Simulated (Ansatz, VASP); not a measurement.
# CeO2 (Cerianite): VASP beside Ansatz, part 2 of 2

Wanted: the spread between two codes on one cell, functional and k mesh. The cell is taken from a series of VASP runs on this material, whose earlier steps may have relaxed, scaled or displaced it; both programs get it as it stands.

VASP 6.6.1 and Ansatz 0.2.0.

So far: The starting structure; VASP: zone-centre phonons, LDA, DFT+U.

In doubt: the elements are of a kind flagged for part-filled d or f shells, though by formal charges that shell is empty here, so the flag may not apply; the elements are of a kind flagged for part-filled d or f shells, though by formal charges that shell is empty here, so the flag may not apply.

## Step 3: Ansatz: zone-centre phonons, LDA, DFT+U

Level of this step: Ansatz beside VASP: Kohn-Sham DFT, plane waves, LDA, DFT+U (Ansatz).

Ansatz runs on its default PAW (the set named soft_2) files.

The same cell, functional (in two slightly different forms), mesh and smearing now go to Ansatz, which takes its cutoff from its data sets.

input.yaml

```yaml
crystal:
  lattice:
    - [0.0, 2.7055, 2.7055]
    - [2.7055, 0.0, 2.7055]
    - [2.7055, 2.7055, 0.0]
  atoms:
    - { symbol: Ce, position: [0.0, 0.0, 0.0], spin: 1.0 }
    - { symbol: O, position: [0.75, 0.75, 0.75] }
    - { symbol: O, position: [0.25, 0.25, 0.25] }
hamiltonian:
  xc: lda
  pseudopotentials: { kind: paw }
  hubbard: { sites: [{ species: Ce, l: f, u_eff: 6.0 }] }
magnetization:
  spin_polarized: true
kpoints:
  mp_grid: { grid: [8, 8, 8] }
scf:
  occupations: { method: gaussian, width: 0.03 }
phonons:
  method: dfpt
  qpoints: [[0, 0, 0]]
```

Launch:

```
$ ansatz run input.yaml --threads 4 --pin off --max-ram 9216MiB --backend cpu --events-out ev --progress --plain --runs-dir out
```

Numbers of over 12 decimals in the logs are rounded to 6 here.

What it wrote:

```text
Ce: projections on atomic orbitals take those of the free atom [Kr 4d10] 4f1 5s2 5p6 5d1 6s2, of charge +0.00 (hamiltonian.pseudopotentials.projection_atoms); the dataset's partial waves leave at most 1.4e-5 of an orbital's norm unspanned inside its sphere
O: projections on atomic orbitals take those of the free atom [He] 2s2 2p4, of charge +0.00 (hamiltonian.pseudopotentials.projection_atoms); the dataset's partial waves leave at most 1.9e-8 of an orbital's norm unspanned inside its sphere
band count auto-derived: 22, from the close of a first SCF at 17 (N_el = 24.0; filled up to band 12; 17 by the electrons, moments and atoms)
Engine: ansatz 0.2.0, aarch64-unknown-linux-gnu
Pseudopotentials: kind: paw
Pseudopotential: Ce, paw, valence charge 12, recommended cutoff 420 eV (normal), Ce.paw.azcp
Pseudopotential: O, paw, valence charge 6, recommended cutoff 420 eV (normal), O.paw.azcp
Functional definition: SPW92
  exchange = slater_x
  correlation = pw_c
Crystal: 3 atoms, lattice volume = 39.607 Å³
Basis set: ecut = 420 eV, 749 PW (Γ), exchange–correlation on 54×54×54 points (8 copies of the dense FFT grid, shifted against one another)
Bands: 26, of which v1, the nominal top of the filled ones, is band 12 counted from 1 (11 counted from 0)
Symmetry: 48 space group operations
Space group: Fm-3m (ITA 225), of the structure as read, at distance tolerance 3.4e-5 Å
Magnetic group: BNS 225.116 (UNI 1618), of the structure as read, at distance tolerance 3.4e-5 Å
k-points: 29 of 512
Non-local potential: Ce, projectors of the file, l = 0: 3, l = 1: 2, l = 2: 2, l = 3: 3
Non-local potential: O, projectors of the file, l = 0: 2, l = 1: 2, l = 2: 1
PAW form: soft (Blöchl's): semilocal exchange-correlation on the pseudo side does not see the compensation charge
PAW frozen core: Ce, regenerated for the run's functional, and the local potential with it (the file was generated under x = pbe(κ = 0.804, μ = 0.219515), c = pbe(β = 0.066725))
PAW frozen core: O, regenerated for the run's functional, and the local potential with it (the file was generated under x = pbe(κ = 0.804, μ = 0.219515), c = pbe(β = 0.066725))
PAW one-centre angular grid: Ce, 590 points (default); XC on 64 Gauss nodes
PAW one-centre angular grid: O, 110 points (default); XC on 64 Gauss nodes
Initial density: superposition of atomic densities (chi_scale 0.1, normalization cell, long waves kept (reshape's long-wave potential 0.00 eV rms))
Initial wavefunctions: pseudopotential atomic-orbital guess
Functional: x = slater, c = lda
Initial density: handed on by an earlier stage of this run
SCF 1 converged in 11 iterations: F = -7511.354415 eV  dr2 = 7.53e-11
  greatest PAW one-centre occupation: 0.996 electrons in one spin orbital (limit 2), on the Ce atom at site 0 (counted from 0), in its partial waves of l = 0
band count auto-derived: 22, from the close of a first SCF at 16 (N_el = 24.0; filled up to band 12; 16 by the electrons, moments and atoms)
Bands: 22, of which v1, the nominal top of the filled ones, is band 12 counted from 1 (11 counted from 0)
k-points: 95 of 512 (irreducible under 4 space group operations, time reversal used)
Initial density: read from a saved state, or passed on in memory by an earlier SCF of this step, an earlier step, the calling program or the single point that the run made first
Stability of the state it starts from, as read at its close in the collinear treatment: not read negative (a value of 1 − χ₀K of 0.53, by a stability probe under the symmetry group of the SCF that read it); nothing settles its magnetic order
iter 1 solved again at ethr=9.15e-8 eV; its pass at ethr=3.10e-3 eV (dr2=2.19e-5 eV) is discarded
SCF iter   1: F=—  HF=-7511.354416 eV  |F-HF|=—  |Δ(HF+E_count)|=         —  Δρ=4.00e-7 (↑4.00e-7 ↓4.00e-7)  dr2=1.31e-10  dr2_m=0.00e0  M=0.000 μB ∫|m|=0.000 μB  β_m=0.30  ethr=9.15e-8  ⟨swp⟩=3.2  Hψ=15879  notcnv=0
eigensolver tolerance schedule: the retry pair's looser diagonalisation over-reported the residual by 167298.72 of it (diagonalisation noise at an unbounded share of the residual, at the tolerance the schedule requests for it); recorded, not acted on — ethr = c·dr2/N_el stays at c = 1.0e-1
preconditioner: auto → none  [insulator: Δε(μ)=2.446 eV  Ē_g=12.214 eV  σ=0.030 eV  W_gap=1.00  n_scr=14 (ndim 8)  ℏωp=27.7 eV  f_vac=0.032  D(μ)=0.00/eV (n_scr^D=0)  ε∞_Penn≈6.1]
SCF iter   2: F=—  HF=-7511.354415 eV  |F-HF|=—  |Δ(HF+E_count)|=   1.28e-6  Δρ=1.97e-7 (↑1.97e-7 ↓1.97e-7)  dr2=3.65e-11  dr2_m=0.00e0  M=0.000 μB ∫|m|=0.000 μB  β_m=0.27  ethr=1.00e-12  ⟨swp⟩=4.0  Hψ=4892  notcnv=0
SCF iter   3: F=-7511.354415 eV  HF=-7511.354415 eV  |F-HF|=1.82e-12  |Δ(HF+E_count)|=  1.00e-11  Δρ=9.05e-8 (↑9.05e-8 ↓9.05e-8)  dr2=7.48e-12  dr2_m=0.00e0  M=0.000 μB ∫|m|=0.000 μB  ethr=1.00e-12  ⟨swp⟩=5.3  Hψ=8971  notcnv=0
SCF 2 converged in 3 iterations: F = -7511.354415 eV  dr2 = 7.48e-12
NSCF: frozen V_eff on 29 k-points
NSCF: frozen V_eff on 29 k-points
DFPT response loops at q = (0, 0, 0) (fractional): preconditioner auto → none (the input reference at scf.mixing.eps_inf says where Resta's filter doesn't serve); β = 0.30; Anderson in place of MSR1
SCF converged after 3 iterations
Magnetization: 0.0000 μB (12.0000 up, 12.0000 down)
Absolute magnetization: 0.0000 μB (∫|ρ↑−ρ↓|)
Spin contamination: 0.0000 ħ² per cell (⟨S²⟩ above its minimum at these occupations)
Per-site moments (μB) at R_I (Å): [(0.0, 0.966501), (0.0, 0.966501), (0.0, 0.966501)]
Free energy (F): -7511.354415 eV
Harris-Foulkes:  -7511.354415 eV  (|F-HF|=1.82e-12)
Internal energy: -7511.354415 eV  (E = F + TS)
E sigma→0 (E₀):  -7511.354415 eV
Fermi energy:    12.459714 eV
--- Per-component energies (eV) ---
  E_band       = 22.239677
  E_kinetic    = 746.306062
  E_local      = -916.139593  (includes V_loc(G=0)·N_el)
  E_nonlocal   = 23.807471
  E_hartree    = 323.335526
  E_xc         = -379.585896
  E_vxc        = -450.175070  (∫ρ·V_xc dr)
  E_hubbard    = 1.882766  (on-site DFT+U / exact-exchange correction)
  E_vhub       = 1.733649  (the Hubbard potential's part of the band-sum identity)
  E_paw        = -5582.162475  (= ΣΔE_a)
  E_vpaw       = -29.968873  (= ΣTr[D̂ρ^β])
  E_aug_tail   = 0.004996  (compensation charges beyond the density's cutoff)
  E_ewald      = -1729.432463
  E_core_change = 0.629193  (= ΣΔE_core)
  E_smearing   = -0.000000  (= −TS)
  E_closure    = 0.000000  (closes the sum)
  Σ components = -7511.354415   (vs F -7511.354415, Δ=0.00e0)
--- Band table (eV; the first three rows and the last of 190) ---
  k-point 0 ↑: bands = [... 8 lower, 7.0930, 10.7900, 10.7900, 10.7900, 13.6994, 14.1232, 14.1232, 14.1232, ... 6 higher]
  k-point 1 ↑: bands = [... 8 lower, 7.5082, 10.5948, 10.6815, 10.6815, 13.7176, 14.1041, 14.1041, 14.1243, ... 6 higher]
  k-point 2 ↑: bands = [... 8 lower, 8.4899, 10.2307, 10.4971, 10.4971, 13.7697, 14.0397, 14.0397, 14.1269, ... 6 higher]
  k-point 94 ↓: bands = [... 8 lower, 10.0738, 10.0738, 10.4255, 10.5876, 13.7972, 13.9393, 13.9393, 14.1365, ... 6 higher]
Occupation matrices written to <dir>
--- Phonons (Γ-DFPT): 2 representative perturbations + reference (Σ response iterations 13) ---
  ASR residual: 1.606e-4 → 0.000e0 eV/Å²; symmetrization residual: 8.327e-7 eV/Å²
  ASR residual per site (eV/Å²): 1.61e-4 5.94e-5 5.94e-5
  Γ frequencies (cm⁻¹): 0.00 0.00 0.00 278.47 278.47 278.47 448.05 448.05 448.05
  non-analytic LO–TO correction: not included (Born effective charges unavailable; polar crystals: no LO–TO splitting at Γ)
--- Phonons (arbitrary-q DFPT): 1 explicit q-point ---
  q = [0, 0, 0] (of the zone-centre solve; hermiticity 2.15e-7, symmetrization 9.15e-14): -0.00 -0.00 0.00 278.47 278.47 278.47 448.05 448.05 448.05
  sum rule: each row above includes the acoustic sum rule's correction from the zone centre's row sums; it moved no ω² by more than (1.00 cm⁻¹)²
```

It took 31 s on 4 threads of Arm Neoverse V1, shared host; peak memory 0.79 GiB; 89 s of CPU time.

Reading the cycles: dr2 is the Hartree energy of the density residual (eV), the measure of convergence; HF is the Harris–Foulkes estimate of the energy, which meets the free energy F at convergence.

## Step 4: Differences

Known differences besides the potentials themselves: U acts on the PAW sphere in VASP and on atomic orbitals in Ansatz, so only states and trends compare; the two LDA forms differ slightly; the cutoff is 420 eV in Ansatz and 520 eV in VASP; VASP's log shows a relativistic correction to its local exchange, Ansatz's none; VASP uses finite displacements, Ansatz perturbation theory. Total energies have different zeros and are not compared.

The two programs side by side:

```csv
quantity,Ansatz,VASP,difference
optical mode 1 to 3 (cm⁻¹),278.5,312.3,-10.83 %
optical mode 4 to 6 (cm⁻¹),448.1,462.8,-3.19 %
```

Modes are paired by rising frequency and degeneracy, not by their patterns, so a pair may still set unlike modes beside each other.

## Step 5: Outcome

```yaml
r_m_s_difference_of_the_optical_zone_centre_modes_each_program_s_sorted_by_frequency_zone_centre_phonons_lda_dft_u: 26 cm⁻¹
difference_in_optical_mode_1_to_3_zone_centre_phonons_lda_dft_u: -10.8 %
```

**Reading.** The r.m.s. difference of the optical zone-centre modes, each program's sorted by frequency is 26 cm⁻¹ (zone-centre phonons, LDA, DFT+U). Among the rows given in per cent, the largest difference of the zone-centre phonons, LDA, DFT+U pair is in optical mode 1 to 3, -10.8 %. How closely two codes agree says nothing of how well the functional describes the real material.

[Lines on the potential files, build, host, timing and source positions are cut from VASP's logs without a mark.]

[Logs are printed without paths, hosts, clocks, repeated set-up lines and the standing remarks that a program may print on its own settings, such as how far it seeks lower states.]

[Hosts, paths, dates, database ids (printed as entryN), source tags and the programs' standing remarks are cut or masked in the printed files.]
